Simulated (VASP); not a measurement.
## CsFe2C2: single point with PBE

Crystal: CsFe2C2.

```
CELL_PARAMETERS angstrom
0.00000 3.78118 0.00000
3.78118 0.00000 0.00000
1.89059 1.89059 -6.55801
ATOMIC_POSITIONS crystal
Cs 0.00000 0.00000 0.00000
Fe 0.75000 0.25000 0.50000
Fe 0.25000 0.75000 0.50000
C 0.33620 0.33620 0.32760
C 0.66380 0.66380 0.67240
```

The cell was built by a generator and needn't be a form met in nature.

```yaml
Program: VASP 6.6.1
Task: single point
Functional: PBE
Potentials_or_basis: VASP PAW PBE potentials, release 64 (Cs_sv, Fe, C)
Cutoff: 520 eV
k_mesh: 5 × 5 × 5
Occupations: fermi-dirac, width 0.1 eV
Spin: no spin polarisation
Dipole_correction: no
Further_INCAR_settings: ALGO = Normal; EDIFF = 1e-07; NBANDS = 24
```

* Pressure: -21.5 GPa
* Largest force: 4.605 eV/Å
* Band gap on the k mesh: none (metal or under the smearing width)

Forces on the atoms (eV/Å):
```
Cs   0.000  0.000  0.000
Fe   0.000  0.000  0.000
Fe   0.000  0.000  0.000
C    0.000  0.000 -4.605
C    0.000  0.000  4.605
```

Stress tensor (GPa, compression positive):
```
-24.59   0.00   0.00
  0.00 -24.59   0.00
  0.00   0.00 -15.22
```

Levels at points of the mesh, in eV from the Fermi level:
```
           k point  band 14  band 15  band 16  band 17  band 18  band 19  band 20  band 21
(0.00, 0.00, 0.00)    -0.19     0.22     0.35     0.66     0.66     0.84     2.96     3.07
```

Run time: 28 s on 1 thread of Intel(R) Xeon(R) 6975P-C (Granite Rapids), with other jobs on the host, peak memory 0.21 GiB.

Caveat: so large a pressure means that the cell lies far from this level's equilibrium, or that cutoff or potentials fall short; forces of over 1 eV/Å show positions far from the minimum, so gaps and moduli don't describe the material at rest. Spin polarisation is off, so any magnetic state and its effect on volume and gap are missing.
